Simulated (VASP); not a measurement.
A convergence study with VASP on Mo (bcc): a few settings are varied, all else stays as given below, so the limit is that of these other settings. The cell's lengths are 1 % over those of the tabulated start, so it is off equilibrium.

```
CELL_PARAMETERS angstrom
     -1.59075     1.59075     1.59075
      1.59075    -1.59075     1.59075
      1.59075     1.59075    -1.59075
ATOMIC_POSITIONS crystal
  Mo 0.00000 0.00000 0.00000
```

All values below come from PBEsol GGA, VASP's PBE PAW potentials (set 64) (plane waves; VASP). The last row used: 900 eV cut-off, 14×14×14 Γ-centred mesh, first-order Methfessel-Paxton smearing of 0.10 eV, potentials Mo_pv.

Energies of different potentials or hybrids have different zeros.

| setting | E (eV/atom) | pressure (GPa) | plane waves |
|---|---|---|---|
| ENCUT = 300, POTCAR Mo_sv | -11.7432 | -11.79 | 202 |
| ENCUT = 400, POTCAR Mo_sv | -11.7363 | -12.25 | 321 |
| ENCUT = 520, POTCAR Mo_sv | -11.7368 | -11.43 | 446 |
| ENCUT = 700, POTCAR Mo_sv | -11.7370 | -11.41 | 694 |
| ENCUT = 900, POTCAR Mo_sv | -11.7367 | -11.40 | 1002 |
| ENCUT = 300, POTCAR Mo | -11.7475 | -15.05 | 202 |
| ENCUT = 400, POTCAR Mo | -11.7504 | -14.34 | 321 |
| ENCUT = 520, POTCAR Mo | -11.7509 | -14.34 | 446 |
| ENCUT = 700, POTCAR Mo | -11.7513 | -14.25 | 694 |
| ENCUT = 900, POTCAR Mo | -11.7511 | -14.25 | 1002 |
| ENCUT = 300, POTCAR Mo_pv | -11.7251 | -12.70 | 202 |
| ENCUT = 400, POTCAR Mo_pv | -11.7223 | -12.25 | 321 |
| ENCUT = 520, POTCAR Mo_pv | -11.7223 | [?] | 446 |
| ENCUT = 700, POTCAR Mo_pv | -11.7227 | -12.15 | 694 |
| ENCUT = 900, POTCAR Mo_pv | [?] | -12.15 | 1002 |

Problem. Some entries are withheld; supply them.

Solution. 
- ENCUT = 900, POTCAR Mo_pv, E (eV/atom): -11.7225
- ENCUT = 520, POTCAR Mo_pv, pressure (GPa): -12.20

Left out are rungs that failed or repeat a setting and relaxations that didn't move; long series are thinned to 24 rows.

The compound is Mo in the bcc structure. The cell was not relaxed at this level.
